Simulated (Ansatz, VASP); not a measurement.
# Pd (Pd(111) film of 3 layers): VASP beside Ansatz, part 2 of 2

Wanted: the spread between two codes on one cell, functional and k mesh. The cell is taken from a series of runs on this material, whose earlier steps may have relaxed, scaled, displaced or heated it; both programs get it as it stands.

VASP 6.6.1 and Ansatz 0.2.0.

So far: The structure; VASP: zone-centre phonons, LDA.

**3. Ansatz: zone-centre phonons, LDA**

Level of this step: Ansatz beside VASP: Kohn-Sham DFT, plane waves, LDA (Ansatz).

Ansatz runs on its default PAW (the set named soft_2) files.

The same cell, functional (in two slightly different forms), mesh and smearing now go to Ansatz, which takes its cutoff from its data sets.

The input, input.yaml:

```yaml
crystal:
  lattice:
    - [2.6436031645, -2.7744e-06, 0.0]
    - [-1.3217991796, 2.2894288852, 0.0]
    - [0.0, 0.0, 32.7835731424]
  atoms:
    - { symbol: Pd, position: [0.0, 0.0, 0.1668653671] }
    - { symbol: Pd, position: [0.3333333333, 0.6666666667, 0.2362736657] }
    - { symbol: Pd, position: [0.6666666667, 0.3333333333, 0.3056819643] }
  periodic: [true, true, false]
kpoints:
  mp_grid: { grid: [8, 8, 1] }
hamiltonian:
  xc: lda
scf:
  occupations: { method: methfessel_paxton, width: 0.2 }
output:
  eigenvalues: true
phonons:
  method: dfpt
  qmesh: [2, 2, 1]
  temperatures: { t_max: 1000, t_step: 50 }
  qpath:
    path:
      - [0.0, 0.0, 0.0]
      - [0.5, 0.0, 0.0]
      - [0.33333333, 0.33333333, 0.0]
      - [0.0, 0.0, 0.0]
    npoints: 10
```

Run with:

```
ansatz run input.yaml --threads 4 --pin off --max-ram 16384MiB --backend cpu --events-out ev --progress --plain --runs-dir out
```

Numbers of over 12 decimals in the logs are rounded to 6 here.

The log of the run:

```text
Warning: crystal.symmetry: narrowed to the stabiliser of the run's FFT grids — unitary ops 12 → 6. A phonons.method: dfpt run fills in the rows of the dynamical matrix that it does not solve by its symmetry operations, which is exact only for operations that map its FFT grids onto themselves: filled in by any other, the frequencies could depend on the order in which like atoms are typed, or, by more than the grids' own error, on where the crystal sits among the grids' points. Excluded: 6 operations. The run can therefore solve more perturbations, solve them on more k-points, or both, and cost more. [rest of the remark cut]
Engine: ansatz 0.2.0, aarch64-unknown-linux-gnu
Pseudopotentials: kind: paw
Pseudopotential: Pd, paw, valence charge 18, recommended cutoff 420 eV (normal), Pd.paw.azcp
Functional definition: SPW92
  exchange = slater_x
  correlation = pw_c
Crystal: 3 atoms, lattice volume = 198.417 Å³
Basis set: ecut = 420 eV, 3955 PW (Γ), exchange–correlation on 36×36×450 points (8 copies of the dense FFT grid, shifted against one another)
Bands: 33, of which v1, the nominal top of the filled ones, is band 27 counted from 1 (26 counted from 0)
Symmetry: 12 space group operations
k-points: 10 of 64 (irreducible under 6 space group operations, time reversal used)
Non-local potential: Pd, projectors of the file, l = 0: 2, l = 1: 2, l = 2: 2, l = 3: 1
PAW form: soft (Blöchl's): semilocal exchange-correlation on the pseudo side does not see the compensation charge
PAW frozen core: Pd, regenerated for the run's functional, and the local potential with it (the file was generated under x = pbe(κ = 0.804, μ = 0.219515), c = pbe(β = 0.066725))
PAW one-centre angular grid: Pd, 590 points (default); XC on 64 Gauss nodes
Initial density: superposition of atomic densities (neutral atoms: chi_scale 0, normalization atom), corrected by the library's trained network
Initial wavefunctions: pseudopotential atomic-orbital guess
Functional: x = slater, c = lda
SCF iter   1: F=—  HF=-20532.333703 eV  |F-HF|=—  |Δ(HF+E_count)|=         —  Δρ=1.13e-2  dr2=7.41e-1  ethr=1.77e-3  ⟨swp⟩=16.3  Hψ=2744  notcnv=0
preconditioner: auto → LDOS  [metal: Δε(μ)=0.050 eV  Ē_g=7.627 eV  σ=0.200 eV  W_gap=0.20  n_scr=22 (ndim 8)  ℏωp=14.4 eV  f_vac=0.745  D(μ)=6.26/eV (n_scr^D=24)  β→1.0]
SCF iter   2: F=—  HF=-20532.346810 eV  |F-HF|=—  |Δ(HF+E_count)|=   1.31e-2  S|Δr|=    0.00e0  Δρ=1.27e-2  dr2=4.04e-1  ethr=1.37e-3  ⟨swp⟩=3.6  Hψ=777  notcnv=0  defer=6
SCF iter   3: F=—  HF=-20532.277289 eV  |F-HF|=—  |Δ(HF+E_count)|=   6.95e-2  S|Δr|=    0.00e0  Δρ=4.35e-3  dr2=5.24e-2  ethr=7.49e-4  ⟨swp⟩=2.9  Hψ=548  notcnv=0  defer=6
SCF iter   4: F=—  HF=-20532.277708 eV  |F-HF|=—  |Δ(HF+E_count)|=   4.19e-4  S|Δr|=    0.00e0  Δρ=2.84e-3  dr2=2.82e-2  ethr=9.71e-5  ⟨swp⟩=3.4  Hψ=678  notcnv=0  defer=6
SCF iter   5: F=—  HF=-20532.275399 eV  |F-HF|=—  |Δ(HF+E_count)|=   2.31e-3  S|Δr|=    0.00e0  Δρ=1.14e-3  dr2=3.56e-3  ethr=5.23e-5  ⟨swp⟩=1.6  Hψ=393  notcnv=0  defer=6
SCF iter   6: F=—  HF=-20532.275580 eV  |F-HF|=—  |Δ(HF+E_count)|=   1.80e-4  S|Δr|=    0.00e0  Δρ=6.86e-4  dr2=5.56e-4  ethr=6.59e-6  ⟨swp⟩=3.6  Hψ=775  notcnv=0  defer=6
SCF iter   7: F=—  HF=-20532.275447 eV  |F-HF|=—  |Δ(HF+E_count)|=   1.32e-4  S|Δr|=    0.00e0  Δρ=1.00e-4  dr2=2.99e-5  ethr=1.03e-6  ⟨swp⟩=3.7  Hψ=730  notcnv=0  defer=6
SCF iter   8: F=—  HF=-20532.275452 eV  |F-HF|=—  |Δ(HF+E_count)|=   5.04e-6  S|Δr|=    0.00e0  Δρ=2.50e-5  dr2=1.22e-6  ethr=5.53e-8  ⟨swp⟩=3.6  Hψ=779  notcnv=0  defer=6
SCF iter   9: F=—  HF=-20532.275437 eV  |F-HF|=—  |Δ(HF+E_count)|=   1.49e-5  S|Δr|=    0.00e0  Δρ=1.33e-5  dr2=3.09e-7  ethr=2.26e-9  ⟨swp⟩=3.6  Hψ=721  notcnv=0  defer=7
SCF iter  10: F=—  HF=-20532.275437 eV  |F-HF|=—  |Δ(HF+E_count)|=   7.37e-8  S|Δr|=    0.00e0  Δρ=2.39e-6  dr2=1.79e-8  ethr=5.72e-10  ⟨swp⟩=3.5  Hψ=771  notcnv=0  defer=7
SCF iter  11: F=—  HF=-20532.275437 eV  |F-HF|=—  |Δ(HF+E_count)|=   1.14e-8  S|Δr|=    0.00e0  Δρ=7.48e-7  dr2=7.10e-10  ethr=3.31e-11  ⟨swp⟩=2.7  Hψ=587  notcnv=0  defer=7
SCF iter  12: F=—  HF=-20532.275437 eV  |F-HF|=—  |Δ(HF+E_count)|=   8.54e-9  S|Δr|=    0.00e0  Δρ=1.91e-7  dr2=6.48e-11  ethr=1.31e-12  ⟨swp⟩=3.9  Hψ=769  notcnv=0  defer=7
SCF iter  13: F=-20532.275437 eV  HF=-20532.275437 eV  |F-HF|=2.91e-10  |Δ(HF+E_count)|=   2.29e-9  S|Δr|=    0.00e0  Δρ=3.92e-8  dr2=1.79e-12  ethr=1.00e-12  ⟨swp⟩=22.7  Hψ=3056  notcnv=0
SCF 1 converged in 13 iterations: F = -20532.275437 eV  dr2 = 1.79e-12
  greatest PAW one-centre occupation: 0.998 electrons in one spin orbital (limit 2), on the Pd atom at site 2 (counted from 0), in its partial waves of l = 0
phonons: the bands overlap, so this run is a metal and interpolates without the dipole-dipole term. If the crystal is really an insulator or semiconductor, its LO-TO splitting is missing
NSCF: frozen V_eff on 10 k-points
NSCF: frozen V_eff on 34 k-points
DFPT response loops at q = (0, 0, 0) (fractional): preconditioner auto → none (partly filled bands, converged f_vac=0.745); β = 0.50; Broyden in place of MSR1
NSCF: frozen V_eff on 68 k-points
DFPT response loops at q = (0, -0.5, 0) (fractional): mixed as the last ones told, above
SCF converged after 13 iterations
Stability not checked: this state was not tested for a lower state beside it, because cold or Methfessel-Paxton smearing, or corrected tetrahedra, fill the levels in a way that the test cannot read (fill_not_monotonic; see scf.lower_state_search)
Free energy (F): -20532.275437 eV
Harris-Foulkes:  -20532.275437 eV  (|F-HF|=2.91e-10)
Internal energy: -20532.269931 eV  (E = F + TS)
E sigma→0 (E₀):  -20532.274061 eV
Entropy (-TS):   -0.005507 eV (-1.836 meV/atom)
Fermi energy:    -5.902370 eV
Step filling:    the computed levels leave a gap of 0.0068 eV = 0.0 smearing widths at the electron count; against every level under it full and every level over it empty, smearing changes F+E_penalty+E_count by -1.531 meV and its σ→0 estimate by -0.155 meV
--- Per-component energies (eV) ---
  E_band       = -1793.425113
  E_kinetic    = 1543.462899
  E_local      = -267124.828351  (includes V_loc(G=0)·N_el)
  E_nonlocal   = 669.357586
  E_hartree    = 132374.579804
  E_xc         = -502.776204
  E_vxc        = -633.650439  (∫ρ·V_xc dr)
  E_paw        = -10869.105502  (= ΣΔE_a)
  E_vpaw       = -996.926955  (= ΣTr[D̂ρ^β])
  E_aug_tail   = 0.000565  (compensation charges beyond the density's cutoff)
  E_ewald      = 123374.997072
  E_core_change = 2.042201  (= ΣΔE_core)
  E_smearing   = -0.005507  (= −TS)
  E_closure    = 0.000000  (closes the sum)
  Σ components = -20532.275437   (vs F -20532.275437, Δ=0.00e0)
--- Band table (eV; the first three rows and the last of 10) ---
  k-point 0: bands = [... 23 lower, -6.9786, -6.9786, -6.3980, -6.3980, -6.0620, -5.9479, -5.9479, -4.7324, ... 2 higher]
  k-point 1: bands = [... 23 lower, -7.3970, -7.1637, -7.1347, -6.5999, -6.4422, -5.9467, -4.9336, -3.1966, ... 2 higher]
  k-point 2: bands = [... 23 lower, -7.5598, -7.1646, -7.0055, -6.5530, -6.1310, -5.9605, -3.5305, -0.9650, ... 2 higher]
  k-point 9: bands = [... 23 lower, -7.0853, -6.3052, -6.3027, -5.9984, -0.0571, 0.4742, 1.1651, 2.6651, ... 2 higher]
--- Phonons (Γ-DFPT): 6 representative perturbations + reference (Σ response iterations 42) ---
  ASR residual: 1.335e-4 → 0.000e0 eV/Å²; symmetrization residual: 7.690e-5 eV/Å²
  The last average, over the group as it would stand without the narrowing to the FFT grids, took up to 1.808e-5 eV/Å² of the zone centre's force constants
  ASR residual per site (eV/Å²): 9.39e-5 1.33e-4 8.64e-5
  Γ frequencies (cm⁻¹): 0.00 0.00 0.00 30.27 30.27 84.47 84.47 121.28 212.27
--- Phonons (arbitrary-q DFPT): 2 irreducible q on the 2×2×1 mesh ---
  q = [0.0000, 0.0000, 0.0000] (star 1, of the zone-centre solve; hermiticity 1.31e-5, symmetrization 2.76e-6, taken by the last average 1.54e-6): -0.00 0.00 0.00 30.27 30.27 84.47 84.47 121.28 212.27
  q = [0.0000, -0.5000, 0.0000] (star 3, 9 solved perturbations in 267 linear systems a pass and spin channel, the states on 34 of 64 k-point pairs; hermiticity 2.56e-6, symmetrization 7.90e-7, taken by the last average 7.22e-7): 88.96 91.23 137.40 140.57 151.91 164.08 226.98 232.44 258.01
  sum rule: each row above includes the acoustic sum rule's correction from the zone centre's row sums; it moved no ω² by more than (0.58 cm⁻¹)²
  mesh force constants: q→R imaginary residual 1.05e-17; ASR residual 1.335e-4 → 0.000e0 eV/Å²; symmetrization residual 1.421e-14 eV/Å²
  interpolated dispersion: 31 rows × 9 modes
  density of states and harmonic sums: on the 28×28×1 q-mesh, interpolated from the force constants of a 2×2×1 supercell (no non-analytic term)
  largest difference from the sums on the solved wave vectors: F 9.98e-2 eV, S 1.58e-4 and C_V 5.77e-5 eV/K
  zero-point energy: 0.082393 eV/cell   skipped modes (ω ≤ 0): 11, of them read as no rigid motion or as one in doubt: 8 (7.653e-2 modes/cell left out, lowest -18.12 cm⁻¹)   left out of the sums: 8.93e-3 of the cell's modes: C_V's classical limit lies that fraction below 3 k_B per atom; for a crystal, a wire or a layer, F and S can be off by more, and a phonons.interpolated_qmesh denser along its periods is the remedy for the sampling
```

Reading the cycles: dr2 is the Hartree energy of the density residual (eV), the measure of convergence; HF is the Harris–Foulkes estimate of the energy, which meets the free energy F at convergence.

**4. Comparison**

Known differences besides the potentials themselves: Ansatz cuts the interaction across the vacuum, VASP repeats the sheet without a dipole correction; VASP's run holds the zone centre alone; the data sets hold 54 valence electrons in Ansatz (on its default PAW (the set named soft_2) files) and 30 in VASP; the cutoff is 420 eV in Ansatz and 500 eV in VASP; VASP's log shows a relativistic correction to its local exchange, Ansatz's none. Total energies have different zeros and are not compared.

Compared:

```csv
quantity,Ansatz,VASP,difference
optical mode 1 to 2 (cm⁻¹),30.3,29.9,+0.4
optical mode 3 to 4 (cm⁻¹),84.5,84.6,-0.15 %
optical mode 5 (cm⁻¹),121.3,121.4,-0.12 %
optical mode 6 (cm⁻¹),212.3,212.1,+0.10 %
```

Modes are paired by rising frequency, not by their patterns, so a pair may set unlike modes beside each other; they are those without the splitting of longitudinal modes. Where the cell holds vacuum, a pressure given here is an average over it and none of the material.

**5. Outcome**

- r.m.s. difference of the optical zone-centre modes, each program's sorted by frequency (zone-centre phonons, LDA): 0.27 cm⁻¹

The r.m.s. difference of the optical zone-centre modes, each program's sorted by frequency is 0.27 cm⁻¹ (zone-centre phonons, LDA). The data sets hold unlike numbers of valence electrons (54 in Ansatz and 30 in VASP), so part of the differences may come from the potentials. Such differences can come from data sets, numerical settings and the points named under the comparisons, not from the functional's error against experiment.

[Lines on the potential files, build, host, timing and source positions are cut from VASP's logs without a mark.]

[Logs are printed without paths, hosts, clocks, repeated set-up lines and the standing remarks that a program may print on its own settings, such as how far it seeks lower states.]

[Hosts, paths, dates, database ids (printed as entryN), source tags and the programs' standing remarks are cut or masked in the printed files.]
